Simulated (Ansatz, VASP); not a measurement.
**Nb4O3: VASP beside Ansatz**

INCAR

```
  PREC = Accurate
  ENCUT = 600
  EDIFF = 1E-6
  ISMEAR = 0
  SIGMA = 0.1
  LREAL = F
  LASPH = T
  NELM = 60
  ALGO = Normal
  ISIF = 3
  LWAVE = F
  LCHARG = F
  GGA = PE
  IBRION = 2
  NSW = 90
  EDIFFG = -0.04
```

KPOINTS

```
regular mesh
0
Gamma
  4 4 4
```

The input POSCAR:

```
Nb4O3
1.0
    4.2059151000      0.0000000000      0.0000000000
    0.0000000000      4.2059151000      0.0000000000
    0.0000000000      0.0000000000      4.2059151000
Nb O
4 3
Direct
    0.5000000000      0.5000000000      0.5000000000
    0.5000000000      0.0000000000      0.0000000000
    0.0000000000      0.5000000000      0.0000000000
    0.0000000000      0.0000000000      0.5000000000
    0.5000000000      0.5000000000      0.0000000000
    0.0000000000      0.5000000000      0.5000000000
    0.5000000000      0.0000000000      0.5000000000
```

Input for Ansatz:

```yaml
crystal:
  lattice:
    - [4.2059151, 0.0, 0.0]
    - [0.0, 4.2059151, 0.0]
    - [0.0, 0.0, 4.2059151]
  atoms:
    - { symbol: Nb, position: [0.5, 0.5, 0.5] }
    - { symbol: Nb, position: [0.5, 0.0, 0.0] }
    - { symbol: Nb, position: [0.0, 0.5, 0.0] }
    - { symbol: Nb, position: [0.0, 0.0, 0.5] }
    - { symbol: O, position: [0.5, 0.5, 0.0] }
    - { symbol: O, position: [0.0, 0.5, 0.5] }
    - { symbol: O, position: [0.5, 0.0, 0.5] }
basis:
  ecutwfc: 420
kpoints:
  mp_grid: { grid: [4, 4, 4] }
hamiltonian:
  xc: pbe
scf:
  occupations: { method: gaussian, width: 0.1 }
  lower_state_search: "off"
output:
  forces: true
  stress: true
  eigenvalues: true
relax:
  adjacent_minimum: "off"
  f_tol: 0.04
  max_steps: 70
  cell: { stress_tol: 0.4 }
```

Change from the starting cell: species swapped into the W3N4 type (Pm-3m, No. 221).

Alike in both runs: task relaxation of cell and atoms; functional PBE; k mesh 4 × 4 × 4; occupations gaussian, width 0.1 eV; no spin polarisation.

```csv
,VASP,Ansatz
version,VASP 6.6.1,Ansatz 0.2.0
potentials or method,"VASP PAW PBE potentials, release 64 (Nb_sv, O)","scalar-relativistic, plane waves, PAW"
plane-wave cutoff (eV),600,420
valence electrons in the cell,70,70
```

Ansatz gave:

- gap on the k mesh at the Fermi level, each at its own relaxed structure (eV): none
- relaxed volume (Å³/atom): 12.20
- relaxed cell length with the largest relative difference (Å): 4.403
- energy change over the relaxation (meV/atom): -194

Q: Which values does VASP return?

A: gap on the k mesh at the Fermi level, each at its own relaxed structure (eV): none; relaxed volume (Å³/atom): 12.20; relaxed cell length with the largest relative difference (Å): 4.404; energy change over the relaxation (meV/atom): -188.

A gap of «none» marks a metal or a gap that the smearing closes.

Caveats: the k mesh is coarse (spacing up to 0.37 Å⁻¹), so the values aren't converged.
